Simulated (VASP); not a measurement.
Consider the following.

```
CELL_PARAMETERS angstrom
      0.00000     1.90000     1.90000
      1.90000     0.00000     1.90000
      1.90000     1.90000     0.00000
ATOMIC_POSITIONS crystal
  Rh 0.00000 0.00000 0.00000
```

Method: PBE GGA, VASP's PBE PAW potentials (set 64) (plane waves; VASP). Numerical set-up: 400 eV cut-off, 12×12×12 Γ-centred mesh, first-order Methfessel-Paxton smearing of 0.10 eV, potentials Rh_pv.

Q: Give the stress tensor in GPa (positive for a compressed cell).

A: 
```
4.91  0.00  0.00
0.00  4.91  0.00
0.00  0.00  4.91
```
The pressure is its mean diagonal, 4.91 GPa.

The compound is Rh in the fcc structure. The cell was not relaxed at this level.
